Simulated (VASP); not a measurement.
OSZICAR of a VASP run on In (bct):

### OSZICAR
```
       N       E                     dE             d eps       ncg     rms          rms(c)
DAV:   1     0.685097014000E+02    0.68510E+02   -0.62567E+03  4892   0.152E+03
DAV:   2     0.807376189462E-01   -0.68429E+02   -0.67454E+02  4960   0.278E+02
DAV:   3    -0.252482759916E+01   -0.26056E+01   -0.25970E+01  5702   0.635E+01
DAV:   4    -0.258352180257E+01   -0.58694E-01   -0.58679E-01  6194   0.969E+00
DAV:   5    -0.258621142380E+01   -0.26896E-02   -0.26895E-02  5960   0.169E+00    0.208E+00
DAV:   6    -0.256570104367E+01    0.20510E-01   -0.41116E-02  5628   0.439E+00    0.104E+00
DAV:   7    -0.256186206026E+01    0.38390E-02   -0.13296E-02  5720   0.232E+00    0.239E-01
DAV:   8    -0.256165138940E+01    0.21067E-03   -0.78370E-04  5800   0.557E-01    0.299E-02
DAV:   9    -0.256165732175E+01   -0.59323E-05   -0.15566E-05  6626   0.600E-02    0.131E-02
DAV:  10    -0.256165832326E+01   -0.10015E-05   -0.13188E-06  5300   0.132E-02    0.224E-03
DAV:  11    -0.256165828149E+01    0.41771E-07   -0.65003E-08  3472   0.292E-03
   1 F= -.29712765E-03 E0= -.22189171E-03  d E =-.297128E-03
       N       E                     dE             d eps       ncg     rms          rms(c)
DAV:   1    -0.321700450668E+02   -0.29608E+02   -0.46790E+02  5406   0.327E+02    0.509E+01
DAV:   2    -0.250458373464E+01    0.29665E+02   -0.13019E+02  5340   0.357E+02    0.101E+01
DAV:   3    -0.193402577509E+01    0.57056E+00   -0.26573E+00  7562   0.247E+01    0.100E+01
DAV:   4    -0.180223850595E+01    0.13179E+00   -0.67785E-01  5430   0.137E+01    0.144E+00
DAV:   5    -0.181120508165E+01   -0.89666E-02   -0.22155E-02  5396   0.256E+00    0.900E-01
DAV:   6    -0.181914645932E+01   -0.79414E-02   -0.11259E-02  5486   0.102E+00    0.197E-01
DAV:   7    -0.181891106790E+01    0.23539E-03   -0.85614E-04  5622   0.709E-01    0.788E-02
DAV:   8    -0.181891400816E+01   -0.29403E-05   -0.23260E-04  5738   0.359E-01    0.448E-02
DAV:   9    -0.181890360317E+01    0.10405E-04   -0.70454E-05  5550   0.202E-01    0.564E-03
DAV:  10    -0.181890379846E+01   -0.19528E-06   -0.74262E-07  6090   0.105E-02    0.179E-03
DAV:  11    -0.181890387033E+01   -0.71876E-07   -0.31386E-08  2920   0.400E-03
   2 F= -.91735279E-01 E0= -.91726500E-01  d E =-.914382E-01
       N       E                     dE             d eps       ncg     rms          rms(c)
DAV:   1    -0.649120560101E+01   -0.46723E+01   -0.12941E+02  5442   0.344E+02    0.128E+01
DAV:   2    -0.306015337412E+01    0.34311E+01   -0.70888E+00  5534   0.626E+01    0.495E+00
DAV:   3    -0.239496922762E+01    0.66518E+00   -0.22599E+00  6588   0.345E+01    0.240E+00
DAV:   4    -0.236968590030E+01    0.25283E-01   -0.76652E-02  5452   0.411E+00    0.121E+00
DAV:   5    -0.236507231123E+01    0.46136E-02   -0.78324E-03  5590   0.123E+00    0.249E-01
DAV:   6    -0.236514712585E+01   -0.74815E-04   -0.19690E-03  5764   0.102E+00    0.111E-01
DAV:   7    -0.236512407973E+01    0.23046E-04   -0.31767E-04  5342   0.314E-01    0.157E-02
DAV:   8    -0.236511945299E+01    0.46267E-05   -0.67852E-06  5778   0.422E-02    0.794E-03
DAV:   9    -0.236512000377E+01   -0.55078E-06   -0.55121E-07  5436   0.754E-03    0.248E-03
DAV:  10    -0.236512034279E+01   -0.33902E-06   -0.10989E-07  3724   0.530E-03    0.532E-04
DAV:  11    -0.236512035912E+01   -0.16332E-07   -0.46159E-09  2570   0.120E-03
   3 F= -.31288836E+00 E0= -.31280964E+00  d E =-.312591E+00
       N       E                     dE             d eps       ncg     rms          rms(c)
DAV:   1    -0.235915013102E+01    0.59702E-02   -0.81516E-02  5452   0.700E+00    0.357E-01
DAV:   2    -0.235627379188E+01    0.28763E-02   -0.62397E-03  5462   0.202E+00    0.121E-01
DAV:   3    -0.235588810759E+01    0.38568E-03   -0.12671E-03  6594   0.880E-01    0.510E-02
DAV:   4    -0.235587784656E+01    0.10261E-04   -0.33140E-05  5268   0.625E-02    0.216E-02
DAV:   5    -0.235587883464E+01   -0.98809E-06   -0.47712E-06  5294   0.200E-02    0.879E-03
DAV:   6    -0.235588071685E+01   -0.18822E-05   -0.13932E-06  5410   0.915E-03    0.163E-03
DAV:   7    -0.235588053433E+01    0.18252E-06   -0.24806E-08  2952   0.175E-03    0.787E-04
DAV:   8    -0.235588048726E+01    0.47070E-07   -0.62003E-09  2518   0.137E-03
   4 F= -.31307435E+00 E0= -.31299389E+00  d E =-.312777E+00
       N       E                     dE             d eps       ncg     rms          rms(c)
DAV:   1    -0.234958850770E+01    0.62920E-02   -0.85007E-02  5458   0.716E+00    0.365E-01
DAV:   2    -0.234658657195E+01    0.30019E-02   -0.65093E-03  5460   0.207E+00    0.124E-01
DAV:   3    -0.234618388755E+01    0.40268E-03   -0.13207E-03  6598   0.900E-01    0.520E-02
DAV:   4    -0.234617300848E+01    0.10879E-04   -0.34867E-05  5260   0.641E-02    0.219E-02
DAV:   5    -0.234617400029E+01   -0.99181E-06   -0.48646E-06  5302   0.205E-02    0.899E-03
DAV:   6    -0.234617592265E+01   -0.19224E-05   -0.14407E-06  5412   0.932E-03    0.164E-03
DAV:   7    -0.234617573946E+01    0.18319E-06   -0.25226E-08  2934   0.179E-03    0.799E-04
DAV:   8    -0.234617569497E+01    0.44490E-07   -0.63614E-09  2508   0.140E-03
   5 F= -.31295416E+00 E0= -.31287320E+00  d E =-.312657E+00
       N       E                     dE             d eps       ncg     rms          rms(c)
DAV:   1    -0.237264858002E+01   -0.26473E-01   -0.26137E-01  5464   0.124E+01    0.616E-01
DAV:   2    -0.236397628932E+01    0.86723E-02   -0.19422E-02  5482   0.346E+00    0.222E-01
DAV:   3    -0.236265257778E+01    0.13237E-02   -0.41489E-03  6618   0.157E+00    0.831E-02
DAV:   4    -0.236257155823E+01    0.81020E-04   -0.15931E-04  5348   0.182E-01    0.271E-02
DAV:   5    -0.236256486111E+01    0.66971E-05   -0.14180E-05  6286   0.581E-02    0.143E-02
DAV:   6    -0.236256450785E+01    0.35325E-06   -0.18514E-06  5508   0.158E-02    0.828E-04
DAV:   7    -0.236256440918E+01    0.98674E-07   -0.67713E-08  3236   0.456E-03
   6 F= -.31304403E+00 E0= -.31297003E+00  d E =-.898691E-04
       N       E                     dE             d eps       ncg     rms          rms(c)
DAV:   1    -0.235763346667E+01    0.49310E-02   -0.44004E-02  5460   0.504E+00    0.259E-01
DAV:   2    -0.235613562005E+01    0.14978E-02   -0.33698E-03  5470   0.145E+00    0.907E-02
DAV:   3    -0.235591859931E+01    0.21702E-03   -0.67858E-04  6616   0.639E-01    0.368E-02
DAV:   4    -0.235591177993E+01    0.68194E-05   -0.27778E-05  5340   0.744E-02    0.109E-02
DAV:   5    -0.235591292570E+01   -0.11458E-05   -0.21857E-06  6628   0.225E-02    0.619E-03
DAV:   6    -0.235591362196E+01   -0.69626E-06   -0.28165E-07  5352   0.623E-03    0.297E-04
DAV:   7    -0.235591366356E+01   -0.41595E-07   -0.98108E-09  2500   0.162E-03
   7 F= -.31312511E+00 E0= -.31304570E+00  d E =-.170952E-03
       N       E                     dE             d eps       ncg     rms          rms(c)
DAV:   1    -0.235537874882E+01    0.53487E-03   -0.72755E-03  5770   0.106E+00    0.788E-02
DAV:   2    -0.235524838404E+01    0.13036E-03   -0.19860E-04  6194   0.343E-01    0.478E-02
DAV:   3    -0.235518043818E+01    0.67946E-04   -0.82319E-05  6550   0.273E-01    0.129E-02
DAV:   4    -0.235518086632E+01   -0.42814E-06   -0.88440E-06  5864   0.429E-02    0.986E-03
DAV:   5    -0.235518105205E+01   -0.18573E-06   -0.48655E-07  6172   0.142E-02    0.306E-03
DAV:   6    -0.235518103390E+01    0.18145E-07   -0.27955E-08  2556   0.288E-03
   8 F= -.31316337E+00 E0= -.31309287E+00  d E =-.382626E-04
       N       E                     dE             d eps       ncg     rms          rms(c)
DAV:   1    -0.235471258184E+01    0.46847E-03   -0.43488E-03  5774   0.817E-01    0.609E-02
DAV:   2    -0.235463447121E+01    0.78111E-04   -0.11854E-04  6156   0.265E-01    0.369E-02
DAV:   3    -0.235459401079E+01    0.40460E-04   -0.49333E-05  6576   0.211E-01    0.101E-02
DAV:   4    -0.235459434958E+01   -0.33879E-06   -0.52609E-06  5896   0.333E-02    0.761E-03
DAV:   5    -0.235459449716E+01   -0.14758E-06   -0.24470E-07  4244   0.110E-02    0.201E-03
DAV:   6    -0.235459448795E+01    0.92150E-08   -0.42382E-08  2516   0.330E-03
   9 F= -.31317496E+00 E0= -.31311695E+00  d E =-.498516E-04
```

**Question.** Which electronic solver shows in the log?

**Answer.** It is blocked Davidson (ALGO = Normal, or the opening steps of other solvers). The INCAR had ALGO = Normal.

**Question.** Can the final energy be trusted as converged?

**Answer.** The calculation finished and met its thresholds. It stopped with EDIFF = 1E-7, NELM = 100, NSW = 40 and EDIFFG = -0.01 after 9 ionic steps (PBE GGA, plane waves, VASP's PBE PAW potentials (set 64)). Energy and stress use the plane-wave basis of the starting cell.

The compound is In in the bct structure. This run relaxes it under an external pressure of 15 GPa. Symmetry was kept, so distortions that lower it aren't found.
